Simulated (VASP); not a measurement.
Set up this calculation in VASP 6.6.1, as the native input.

```
Task                   : relaxation of cell and atoms
Functional             : PBE
Potentials or basis    : VASP PAW PBE potentials, release 64 (Hf_pv, Pd, Se, Br, O)
Cutoff                 : 520 eV
k mesh                 : 3 × 3 × 2
Occupations            : gaussian, width 0.15 eV
Spin                   : no spin polarisation
Further INCAR settings : PREC = Normal; LREAL = Auto; ALGO = Fast; EDIFF = 0.0001; IBRION = 2; EDIFFG = -0.08; NSW = 24; ISIF = 3
```

The structure of Hf2Pd2Se2Br2O3 lies in POSCAR:

```
Hf2Pd2Se2Br2O3
1.0
    5.2520107900      0.0000000000      0.0000000000
   -2.6260053900      4.5483747600      0.0000000000
    0.0000000000      0.0000000000      8.9216895200
Hf Pd Se Br O
2 2 2 2 3
Direct
    0.0000000000      0.0000000000      0.5000000000
    0.0000000000      0.0000000000      0.0000000000
    0.3333333300      0.6666666700      0.5000000000
    0.6666666700      0.3333333300      0.5000000000
    0.3333333300      0.6666666700      0.0000000000
    0.6666666700      0.3333333300      0.0000000000
    0.0000000000      0.0000000000      0.2461333200
    0.0000000000      0.0000000000      0.7538666800
    0.5000000000      0.0000000000      0.5000000000
    0.0000000000      0.5000000000      0.5000000000
    0.5000000000      0.5000000000      0.5000000000
```

The cell was built by a generator and needn't be a form met in nature.

These files were run (other wordings do the same):

INCAR

```
PREC = Normal
ENCUT = 520
EDIFF = 1E-4
ISMEAR = 0
SIGMA = 0.15
LREAL = Auto
LASPH = T
NELM = 60
ALGO = Fast
ISIF = 3
LWAVE = F
LCHARG = F
GGA = PE
IBRION = 2
NSW = 24
EDIFFG = -0.08
```

KPOINTS

```
Automatic mesh
0
Gamma
  3 3 2
```

Potentials or basis: VASP PAW PBE potentials, release 64 (Hf_pv, Pd, Se, Br, O).

Command:

```sh
$ cat potpaw_PBE.64/Hf_pv/POTCAR potpaw_PBE.64/Pd/POTCAR potpaw_PBE.64/Se/POTCAR potpaw_PBE.64/Br/POTCAR potpaw_PBE.64/O/POTCAR > POTCAR
$ mpirun -np 4 vasp_std > vasp.out
```

Results of the run:

```
Relaxed volume                         : 31.01 Å³/atom
Relaxed cell                           : a = 6.226 Å, b = 6.226 Å, c = 10.160 Å, α = 90.00°, β = 90.00°, γ = 120.00°
Space group after relaxing (to 0.05 Å) : P6/mmm (No. 191)
Energy gained by relaxing              : 1765.1 meV/atom
Ionic steps                            : 11
Pressure after relaxing                : -0.3 GPa
Largest force after relaxing           : 0.014 eV/Å
Band gap on the k mesh                 : none (metal or under the smearing width)
```

Caveat: the k mesh is coarse (spacing up to 0.46 Å⁻¹), so the values aren't converged; the volume moved by over 15 % at a fixed basis, so the end points are rough; the relaxation stopped at a loose force limit of 0.08 eV/Å, so its end isn't a converged minimum.

It took 5 min on 4 MPI ranks on Intel(R) Xeon(R) Platinum 8259CL CPU @ 2.50GHz (Skylake/Cascade Lake), with other jobs on the host, peak memory 0.16 GiB a rank.
